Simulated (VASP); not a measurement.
Input of a VASP 6.6.1 run:

The input INCAR:

```
  PREC = Accurate
  ENCUT = 520
  EDIFF = 1E-6
  ISMEAR = 0
  SIGMA = 0.05
  LREAL = F
  LASPH = T
  NELM = 100
  ALGO = Normal
  ISIF = 2
  LWAVE = F
  LCHARG = F
  GGA = CA
  NBANDS = 29
```

File KPOINTS:

```
Automatic mesh
0
Gamma
  6 6 6
```

The input POSCAR:

```
KCdF3
1.0
    4.4259099102      0.0000000000      0.0000000000
    0.0000000000      4.4259099102      0.0000000000
    0.0000000000      0.0000000000      4.3820890200
K Cd F
1 1 3
Direct
    0.0000000000      0.0000000000      0.0000000000
    0.5000000000      0.5000000000      0.5000000000
    0.0000000000      0.5000000000      0.5000000000
    0.5000000000      0.0000000000      0.5000000000
    0.5000000000      0.5000000000      0.0000000000
```

Potentials or basis: VASP PAW LDA potentials, release 64 (K_sv, Cd, F).

Launch:

```console
$ cat potpaw_LDA.64/K_sv/POTCAR potpaw_LDA.64/Cd/POTCAR potpaw_LDA.64/F/POTCAR > POTCAR
$ mpirun -np 1 vasp_std > vasp.out
```

Question: Predict the pressure.

Answer: -4.0 GPa.

Question: Predict the band gap on the k mesh.

Answer: 2.76 eV, indirect (least direct gap 4.45 eV).

Stress tensor (GPa, compression positive):
```
-4.27  0.00  0.00
 0.00 -4.27  0.00
 0.00  0.00 -3.46
```

A k mesh can miss the band edges.
